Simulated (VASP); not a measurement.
A convergence study with VASP on C (diamond): one setting is varied, all else stays as given below, so the limit is that of these other settings. Each run relaxes cell and ions from the cell shown.

```yaml
crystal:
  lattice:
    - [0.00000, 1.78350, 1.78350]
    - [1.78350, 0.00000, 1.78350]
    - [1.78350, 1.78350, 0.00000]
  atoms:
    - { symbol: C, position: [0.00000, 0.00000, 0.00000] }
    - { symbol: C, position: [0.25000, 0.25000, 0.25000] }
```

Computed with PBE GGA, VASP's PBE PAW potentials (set 64) (plane waves; VASP 6.6.1). The tightest run used: 700 eV cut-off, 17×17×17 Γ-centred mesh, Gaussian smearing of 0.050 eV, potentials C.

Gaps are read on the run's mesh, which can miss a band edge.

**Question.** The settings run are 2×2×2 mesh; 3×3×3 mesh; 4×4×4 mesh; 5×5×5 mesh; 6×6×6 mesh; 7×7×7 mesh; 8×8×8 mesh; 9×9×9 mesh; 11×11×11 mesh; 12×12×12 mesh; 13×13×13 mesh; 14×14×14 mesh; 15×15×15 mesh; 16×16×16 mesh; 17×17×17 mesh. From which on does the relaxed volume stay within 0.1 Å³/atom of the tightest run?

**Answer.** From 3×3×3 mesh on: it is off by 0.068 there and by no more than 0.1 in any finer run, while 2×2×2 mesh is off by 0.414.
```tsv
setting	relaxed volume (Å³/atom)	E (eV/atom)	gap on the mesh (eV)	irreducible k-points	difference judged (Å³/atom)
2×2×2 mesh	6.105	-7.5427	4.425	3	0.414
3×3×3 mesh	5.760	-8.8097	4.079	4	0.068
4×4×4 mesh	5.706	-9.0319	4.419	8	0.015
5×5×5 mesh	5.695	-9.0812	4.159	10	0.004
6×6×6 mesh	5.693	-9.0935	4.146	16	0.001
7×7×7 mesh	5.692	-9.0968	4.257	20	0.000
8×8×8 mesh	5.692	-9.0978	4.127	29	0.000
9×9×9 mesh	5.692	-9.0981	4.148	35	0.000
11×11×11 mesh	5.692	-9.0982	4.123	56	0.000
12×12×12 mesh	5.692	-9.0982	4.148	72	0.000
13×13×13 mesh	5.692	-9.0982	4.137	84	0.000
14×14×14 mesh	5.692	-9.0982	4.124	104	0.000
15×15×15 mesh	5.692	-9.0982	4.148	120	0.000
16×16×16 mesh	5.692	-9.0982	4.127	145	0.000
17×17×17 mesh	5.692	-9.0982	4.126	165	0.000
```

Left out are rungs that failed or repeat a setting and relaxations that didn't move; long series are thinned to 24 rows.

The compound is C in the diamond structure.
